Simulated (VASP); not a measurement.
Computed with PBEsol GGA, VASP's PBE PAW potentials (set 64) (plane waves; VASP).

VASP ran on this input.

### INCAR
```
ALGO  =  Normal
EDIFF  =  1E-6
EDIFFG  =  -0.01
ENCUT  =  400
GGA  =  PS
IBRION  =  2
ISIF  =  3
ISMEAR  =  1
LASPH  =  .TRUE.
LCHARG  =  .FALSE.
LMAXMIX  =  4
LREAL  =  .FALSE.
LWAVE  =  .FALSE.
NELM  =  100
NSW  =  60
PREC  =  Accurate
SIGMA  =  0.1
SYSTEM  =  MoS
```

### POSCAR
```
MoS
1.0
  0.0000000000   2.4486663564   2.4486663564
  2.4486663564   0.0000000000   2.4486663564
  2.4486663564   2.4486663564   0.0000000000
Mo S
1 1
Direct
  0.0000000000   0.0000000000   0.0000000000
  0.5000000000   0.5000000000   0.5000000000
```

### KPOINTS
```
Automatic mesh
0
gamma
  12 12 12
0 0 0
```

POTCAR, in this order: Mo_sv S (PBE.64 set). Program: vasp_std.

Output of the run:

### OSZICAR
```
       N       E                     dE             d eps       ncg     rms          rms(c)
DAV:   1     0.110460540552E+03    0.11046E+03   -0.96523E+03  2024   0.115E+03
DAV:   2    -0.136275978282E+02   -0.12409E+03   -0.12198E+03  2490   0.319E+02
DAV:   3    -0.167236873484E+02   -0.30961E+01   -0.30322E+01  2448   0.470E+01
DAV:   4    -0.167477434858E+02   -0.24056E-01   -0.24028E-01  2286   0.423E+00
DAV:   5    -0.167479412346E+02   -0.19775E-03   -0.19775E-03  2466   0.387E-01    0.214E+01
DAV:   6    -0.160090461746E+02    0.73890E+00   -0.45749E+00  2208   0.165E+01    0.845E+00
DAV:   7    -0.159740822916E+02    0.34964E-01   -0.24483E-01  2082   0.434E+00    0.536E+00
DAV:   8    -0.159670616310E+02    0.70207E-02   -0.25550E-02  2304   0.119E+00    0.464E-01
DAV:   9    -0.159668713460E+02    0.19029E-03   -0.70556E-04  2208   0.181E-01    0.278E-01
DAV:  10    -0.159668560561E+02    0.15290E-04   -0.28241E-04  2334   0.153E-01    0.290E-02
DAV:  11    -0.159668497161E+02    0.63401E-05   -0.33069E-05  2160   0.575E-02    0.148E-02
DAV:  12    -0.159668491478E+02    0.56821E-06   -0.11586E-06  1272   0.887E-03
   1 F= -.15966849E+02 E0= -.15967231E+02  d E =-.159668E+02
       N       E                     dE             d eps       ncg     rms          rms(c)
DAV:   1    -0.159741470424E+02   -0.72973E-02   -0.18439E-01  2070   0.497E+00    0.888E-01
DAV:   2    -0.159673597119E+02    0.67873E-02   -0.29516E-02  2052   0.166E+00    0.175E-01
DAV:   3    -0.159667631482E+02    0.59656E-03   -0.12220E-03  2154   0.271E-01    0.658E-02
DAV:   4    -0.159666942776E+02    0.68871E-04   -0.45464E-04  2274   0.196E-01    0.547E-02
DAV:   5    -0.159667072984E+02   -0.13021E-04   -0.10049E-05  2226   0.282E-02    0.216E-02
DAV:   6    -0.159667108560E+02   -0.35575E-05   -0.49339E-06  2166   0.163E-02    0.380E-03
DAV:   7    -0.159667107570E+02    0.99011E-07   -0.21707E-07  1056   0.384E-03
   2 F= -.15966711E+02 E0= -.15967085E+02  d E =0.138391E-03
       N       E                     dE             d eps       ncg     rms          rms(c)
DAV:   1    -0.159697394790E+02   -0.30286E-02   -0.69330E-02  2070   0.305E+00    0.534E-01
DAV:   2    -0.159671979235E+02    0.25416E-02   -0.11212E-02  2040   0.102E+00    0.109E-01
DAV:   3    -0.159669693207E+02    0.22860E-03   -0.46916E-04  2148   0.167E-01    0.412E-02
DAV:   4    -0.159669395623E+02    0.29758E-04   -0.17422E-04  2286   0.121E-01    0.327E-02
DAV:   5    -0.159669400050E+02   -0.44263E-06   -0.40535E-06  2184   0.176E-02
   3 F= -.15966940E+02 E0= -.15967319E+02  d E =-.908571E-04
```

**OUTCAR**
```
------------------------ aborting loop because EDIFF is reached ----------------------------------------
  FORCE on cell =-STRESS in cart. coord.  units (eV):
  Direction    XX          YY          ZZ          XY          YZ          ZX
  --------------------------------------------------------------------------------------
  Total        0.0093352      0.0093352      0.0093352      0.0000000      0.0000000     -0.0000000
  in kB        0.5104885      0.5104885      0.5104885      0.0000000      0.0000000     -0.0000000
  external PRESSURE =       0.5104885 kB  Pullay stress =       0.0000000 kB
  volume of cell :       29.30
      direct lattice vectors                 reciprocal lattice vectors
     0.000000000  2.446842914  2.446842914    -0.204344953  0.204344953  0.204344953
     2.446842914 -0.000000000  2.446842914     0.204344953 -0.204344953  0.204344953
     2.446842914  2.446842914  0.000000000     0.204344953  0.204344953 -0.204344953
 POSITION                                       TOTAL-FORCE (eV/Angst)
 -----------------------------------------------------------------------------------
      0.00000      0.00000      0.00000         0.000000     -0.000000     -0.000000
      2.44684      2.44684      2.44684        -0.000000      0.000000      0.000000
 -----------------------------------------------------------------------------------
    total drift:                                0.000000     -0.000000     -0.000000
  FREE ENERGIE OF THE ION-ELECTRON SYSTEM (eV)
  ---------------------------------------------------
  free  energy   TOTEN  =       -15.9669400050 eV

  energy  without entropy=      -15.9680779697  energy(sigma->0) =      -15.96731933

 reached required accuracy - stopping structural energy minimisation
```
(Selected blocks of OUTCAR.)

CONTCAR:
```
MoS
   1.00000000000000
     0.0000000000000000    2.4468429137513423    2.4468429137513423
     2.4468429137513423   -0.0000000000000000    2.4468429137513423
     2.4468429137513423    2.4468429137513423    0.0000000000000000
  Mo              S
     1     1
Direct
     0.0000000000000000    0.0000000000000000    0.0000000000000000
     0.5000000000000000    0.5000000000000000    0.5000000000000000
```

The structure was generated: MoS was put into the rock salt type (Fm-3m), which need not be its known phase. This run relaxes it. Symmetry was kept, so distortions that lower it aren't found. The start is the result of an earlier pass.
